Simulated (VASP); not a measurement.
OSZICAR of a VASP run on InAs (zinc blende):

OSZICAR:
```
       N       E                     dE             d eps       ncg     rms          rms(c)
DAV:   1     0.990555375539E+02    0.99056E+02   -0.67699E+03   520   0.114E+03
DAV:   2    -0.110653128086E+01   -0.10016E+03   -0.97553E+02   540   0.280E+02
DAV:   3    -0.778241042502E+01   -0.66759E+01   -0.66450E+01   685   0.824E+01
DAV:   4    -0.794142844253E+01   -0.15902E+00   -0.15890E+00   621   0.142E+01
DAV:   5    -0.794727468416E+01   -0.58462E-02   -0.58461E-02   758   0.222E+00    0.453E+00
DAV:   6    -0.769408888095E+01    0.25319E+00   -0.45411E-01   757   0.125E+01    0.255E+00
DAV:   7    -0.767001523480E+01    0.24074E-01   -0.14328E-01   759   0.362E+00    0.725E-01
DAV:   8    -0.767088122706E+01   -0.86599E-03   -0.13328E-02   620   0.168E+00    0.212E-01
DAV:   9    -0.767151793507E+01   -0.63671E-03   -0.11959E-03   615   0.412E-01    0.127E-01
DAV:  10    -0.767165650297E+01   -0.13857E-03   -0.20379E-04   680   0.211E-01    0.833E-02
DAV:  11    -0.767169742614E+01   -0.40923E-04   -0.16554E-04   555   0.156E-01    0.760E-02
DAV:  12    -0.767170092532E+01   -0.34992E-05   -0.15975E-05   550   0.353E-02    0.131E-02
DAV:  13    -0.767170118214E+01   -0.25682E-06   -0.26689E-06   625   0.111E-02
   1 F= -.76717012E+01 E0= -.76715887E+01  d E =-.767170E+01
       N       E                     dE             d eps       ncg     rms          rms(c)
DAV:   1    -0.876863543485E+01   -0.10969E+01   -0.30265E+01   650   0.128E+02    0.604E+00
DAV:   2    -0.788306542102E+01    0.88557E+00   -0.17126E+00   625   0.293E+01    0.252E+00
DAV:   3    -0.770323242900E+01    0.17983E+00   -0.63164E-01   680   0.167E+01    0.108E+00
DAV:   4    -0.770219036323E+01    0.10421E-02   -0.22265E-02   555   0.169E+00    0.748E-01
DAV:   5    -0.769943305899E+01    0.27573E-02   -0.19428E-03   575   0.471E-01    0.383E-01
DAV:   6    -0.769895944083E+01    0.47362E-03   -0.10180E-03   631   0.363E-01    0.417E-02
DAV:   7    -0.769895911585E+01    0.32498E-06   -0.94026E-05   620   0.177E-01    0.217E-02
DAV:   8    -0.769896095766E+01   -0.18418E-05   -0.29976E-05   640   0.100E-01    0.402E-03
DAV:   9    -0.769896116842E+01   -0.21077E-06   -0.88438E-07   439   0.110E-02
   2 F= -.76989612E+01 E0= -.76988487E+01  d E =-.272600E-01
       N       E                     dE             d eps       ncg     rms          rms(c)
DAV:   1    -0.781046438514E+01   -0.11150E+00   -0.26028E+00   650   0.328E+01    0.211E+00
DAV:   2    -0.771959382013E+01    0.90871E-01   -0.19928E-01   630   0.113E+01    0.733E-01
DAV:   3    -0.770500387670E+01    0.14590E-01   -0.44517E-02   685   0.462E+00    0.428E-01
DAV:   4    -0.770487322917E+01    0.13065E-03   -0.15233E-03   545   0.373E-01    0.299E-01
DAV:   5    -0.770469722529E+01    0.17600E-03   -0.24492E-04   599   0.167E-01    0.104E-01
DAV:   6    -0.770470837289E+01   -0.11148E-04   -0.89045E-05   787   0.121E-01    0.291E-02
DAV:   7    -0.770470174624E+01    0.66266E-05   -0.11828E-05   662   0.585E-02    0.420E-03
DAV:   8    -0.770470190544E+01   -0.15920E-06   -0.10350E-06   285   0.216E-02
   3 F= -.77047019E+01 E0= -.77045895E+01  d E =-.330007E-01
```

Q: Which electronic solver shows in the log?

A: It is blocked Davidson (ALGO = Normal, or the opening steps of other solvers). The INCAR had ALGO = Normal.

Q: Can the final energy be trusted as converged?

A: Self-consistency was reached. It stopped with EDIFF = 1E-6, NELM = 100, NSW = 60 and EDIFFG = -0.01 after 3 ionic steps (PBE GGA, plane waves, VASP's PBE PAW potentials (set 64)). Energy and stress use the plane-wave basis of the starting cell.

The compound is InAs in the zinc blende structure. This run relaxes it. Symmetry was kept, so distortions that lower it aren't found.
